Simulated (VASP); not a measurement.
# W (Im-3m) in VASP: notebook, part 2 of 2

VASP 6.6.1. The steps go on from the part before.

**3. Single point, PBE**

The input, INCAR:

```
ALGO     = Fast           # electronic algorithm
EDIFF    = 1E-6           # SCF threshold, eV
ENCUT    = 520            # plane-wave cutoff, eV
GGA      = PE             # functional
ISIF     = 2              # what is computed and relaxed
ISMEAR   = -1             # smearing method
LASPH    = True           # aspherical terms in the spheres
LCHARG   = False          # write CHGCAR
LREAL    = False          # projectors in reciprocal space
LWAVE    = False          # write WAVECAR
NBANDS   = 13             # bands
NELM     = 80             # most SCF steps
PREC     = Accurate       # precision mode
SIGMA    = 0.1            # smearing width, eV
```

The input, KPOINTS:

```
k-points
0
Gamma
  20 20 20
```

The input, POSCAR:

```
W
1.0
   -1.5825000000      1.5825000000      1.5825000000
    1.5825000000     -1.5825000000      1.5825000000
    1.5825000000      1.5825000000     -1.5825000000
W
1
Direct
    0.0000000000      0.0000000000      0.0000000000
```

Potentials or basis: VASP PAW PBE potentials, release 64 (W_sv).

Launch:

```bash
cat potpaw_PBE.64/W_sv/POTCAR > POTCAR
mpirun -np 1 vasp_std > vasp.out
```

OUTCAR:

```text
EDIFF = 1E-6
   ENCUT = 520
   GGA = PE
   ISIF = 2
   ISMEAR = -1
   LASPH = True
   LREAL = False
   NELM = 80
   PREC = Accurate

 ion  position               nearest neighbor table
   1  0.000  0.000  0.000-

  LATTYP: Found a body centered cubic cell.
 ALAT       =     3.1650000000

  Lattice vectors:

 A1 = (  -1.5825000000,   1.5825000000,   1.5825000000)
 A2 = (   1.5825000000,  -1.5825000000,   1.5825000000)
 A3 = (   1.5825000000,   1.5825000000,  -1.5825000000)

Analysis of symmetry for initial positions (statically):
=====================================================================
 Subroutine PRICEL returns:
 Original cell was already a primitive cell.

 Routine SETGRP: Setting up the symmetry group for a
 body centered cubic supercell.

 Subroutine GETGRP returns: Found 48 space group operations
 (whereof 48 operations were pure point group operations)
 out of a pool of 48 trial point group operations.

The static configuration has the point symmetry O_h .

Analysis of symmetry for dynamics (positions and initial velocities):
=====================================================================
 Subroutine PRICEL returns:
[... 160 lines left out ...]
 fundamental gap:      0.0225180330
 Fermi energy:        11.4632892042

 k-point     1 :       0.0000    0.0000    0.0000
  band No.  band energies     occupation
      1     -62.7422      2.00000
      2     -26.3039      2.00000
      3     -26.3039      2.00000
      4     -26.3039      2.00000
      5       1.8061      2.00000
      6      10.2133      1.99999
      7      10.2133      1.99999
      8      10.2133      1.99999
      9      13.7042      0.00000
     10      13.7042      0.00000
     11      25.9603      0.00000
     12      25.9603      0.00000
     13      25.9603      0.00000
[... 354 lines left out ...]
  band No.  band energies     occupation
      1     -62.6492      2.00000
      2     -27.1823      2.00000
      3     -26.5953      2.00000
      4     -26.3539      2.00000
      5       5.1213      2.00000
      6       8.5802      2.00000
      7       9.3095      2.00000
      8      12.9601      0.00000
      9      14.3158      0.00000
     10      14.6210      0.00000
     11      25.4266      0.00000
     12      26.9315      0.00000
     13      31.1427      0.00000

 [... further k-points ...]
[... 5 lines left out ...]
  --------------------------------------------------------------------------------------
  -------------------------------------------------------------------------------------
  Total        0.6071794      0.6071794      0.6071794     -0.0000000     -0.0000000      0.0000000
  in kB       61.3672248     61.3672248     61.3672248     -0.0000000     -0.0000000      0.0000000
  external PRESSURE =      61.3672248 kB  Pullay stress =       0.0000000 kB

 VOLUME and BASIS-vectors are now :
 -----------------------------------------------------------------------------
  energy-cutoff  :      520.00
  volume of cell :       15.85
      direct lattice vectors                 reciprocal lattice vectors
    -1.582500000  1.582500000  1.582500000     0.000000000  0.315955766  0.315955766
     1.582500000 -1.582500000  1.582500000     0.315955766  0.000000000  0.315955766
     1.582500000  1.582500000 -1.582500000     0.315955766  0.315955766  0.000000000

 POSITION                                       TOTAL-FORCE (eV/Angst)
 -----------------------------------------------------------------------------------
      0.00000      0.00000      0.00000         0.000000      0.000000      0.000000
 -----------------------------------------------------------------------------------
    total drift:                                0.000000      0.000000      0.000000

  FREE ENERGIE OF THE ION-ELECTRON SYSTEM (eV)
  ---------------------------------------------------
  free  energy   TOTEN  =       -12.9586368596 eV

  energy  without entropy=      -12.9455144175  energy(sigma->0) =      -12.95207564
```

OSZICAR:

```text
N       E                     dE             d eps       ncg     rms          rms(c)
DAV:   1     0.857258755790E+02    0.85726E+02   -0.74862E+03  6704   0.122E+03
DAV:   2    -0.118991845665E+02   -0.97625E+02   -0.93619E+02  7596   0.317E+02
DAV:   3    -0.135694281812E+02   -0.16702E+01   -0.16653E+01  7261   0.403E+01
DAV:   4    -0.135760407824E+02   -0.66126E-02   -0.66125E-02  7406   0.281E+00
DAV:   5    -0.135760956336E+02   -0.54851E-04   -0.54852E-04  7456   0.241E-01    0.209E+01
RMM:   6    -0.130894496113E+02    0.48665E+00   -0.38711E-01  7191   0.586E+00    0.877E+00
RMM:   7    -0.129615466913E+02    0.12790E+00   -0.28763E-01  7218   0.505E+00    0.848E-01
RMM:   8    -0.129587942579E+02    0.27524E-02   -0.11497E-02  8252   0.119E+00    0.257E-01
RMM:   9    -0.129586471077E+02    0.14715E-03   -0.17662E-03  7997   0.508E-01    0.246E-02
RMM:  10    -0.129586490417E+02   -0.19341E-05   -0.25595E-04  8282   0.190E-01    0.191E-02
RMM:  11    -0.129586357483E+02    0.13293E-04   -0.48726E-05  8326   0.824E-02    0.703E-03
RMM:  12    -0.129586367530E+02   -0.10046E-05   -0.81687E-06  7725   0.371E-02    0.154E-03
RMM:  13    -0.129586368596E+02   -0.10664E-06   -0.12902E-06  5522   0.143E-02
   1 F= -.12958637E+02 E0= -.12952076E+02  d E =-.131224E-01
```

stdout:

```text
POSCAR found type information on POSCAR W
 POSCAR found :  1 types and       1 ions
 scaLAPACK will be used
 LDA part: xc-table for (Slater+PW92), standard interpolation
 POSCAR, INCAR and KPOINTS ok, starting setup
 FFT: planning ... GRIDC
 FFT: planning ... GRID_SOFT
 FFT: planning ... GRID
 WAVECAR not read
 entering main loop
```

Run time: 39 s. Hardware: 1 thread of Intel Xeon Platinum 8259CL at 2.50GHz (Skylake/Cascade Lake), shared host; peak memory 0.16 GiB.

What came out:

```
Free energy            : -12.9586 eV
Pressure               : 6.1 GPa
Band gap on the k mesh : none (metal or under the smearing width)
```

Levels at points of the mesh, in eV from the Fermi level:
```tsv
k point	band 4	band 5	band 6	band 7	band 8	band 9	band 10	band 11
(0.00, 0.00, 0.00)	-37.77	-9.66	-1.25	-1.25	-1.25	2.24	2.24	14.50
(0.50, 0.00, 0.00)	-37.77	-6.30	-3.59	0.66	2.13	3.11	6.13	11.06
(0.50, 0.50, 0.50)	-38.67	-5.85	-5.85	5.14	5.14	5.14	8.23	8.23
```

Spin-orbit coupling is left out, which matters for the levels of W.
